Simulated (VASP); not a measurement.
Given:

```yaml
crystal:
  lattice:
    - [1.74341, -6.62458, 0.00000]
    - [1.74341, 6.62458, 0.00000]
    - [0.00000, 0.00000, 3.53156]
  atoms:
    - { symbol: Ti, position: [0.89750, 0.10250, 0.75000] }
    - { symbol: Ti, position: [0.10250, 0.89750, 0.25000] }
    - { symbol: Si, position: [0.55990, 0.44010, 0.75000] }
    - { symbol: Si, position: [0.44010, 0.55990, 0.25000] }
    - { symbol: Si, position: [0.24937, 0.75063, 0.75000] }
    - { symbol: Si, position: [0.75063, 0.24937, 0.25000] }
```

Level of theory: LDA (Ceperley-Alder, Perdew-Zunger), VASP's LDA PAW potentials (set 64) (plane waves; VASP 6.6.1). Numerical set-up: 400 eV cut-off, Gaussian smearing of 0.050 eV, potentials Ti_sv Si.

Question: Give the energies of bands 11 to 23 at the high-symmetry points, in eV from the Fermi level.

Answer: 
```tsv
band	Γ	Y	C0	Z	A0	T	S	R
11	-8.70	-6.55	-9.40	-8.38	-7.77	-9.26	-9.57	-7.68
12	-3.50	-5.50	-6.27	-8.38	-7.77	-9.26	-6.57	-7.68
13	-3.20	-3.23	-5.48	-5.61	-6.35	-3.58	-4.79	-6.39
14	-2.96	-3.15	-3.91	-5.61	-6.35	-3.58	-4.78	-6.39
15	-2.60	-2.99	-3.33	-2.38	-3.87	-3.40	-3.34	-4.05
16	-2.52	-2.65	-3.21	-2.38	-3.87	-3.40	-2.54	-4.05
17	-2.21	-2.55	-1.84	-1.69	-3.34	-2.11	-1.78	-3.15
18	-2.02	-1.86	-1.05	-1.69	-3.34	-2.11	-1.35	-3.15
19	-1.99	-1.17	-0.80	0.00	-2.40	-0.88	-0.67	-2.51
20	0.46	0.37	-0.78	0.00	-2.40	-0.88	-0.59	-2.51
21	0.84	0.68	-0.23	1.07	1.86	0.60	-0.58	1.82
22	0.91	0.72	1.28	1.07	1.86	0.60	1.31	1.82
23	0.91	0.95	1.48	1.60	1.96	1.70	1.59	1.94
```

It has no gap at this level: it comes out as a metal or semimetal.

The structure comes from a computed database's TiSi2 entry (Cmcm); how it stands against other phases isn't given here. It was relaxed first.
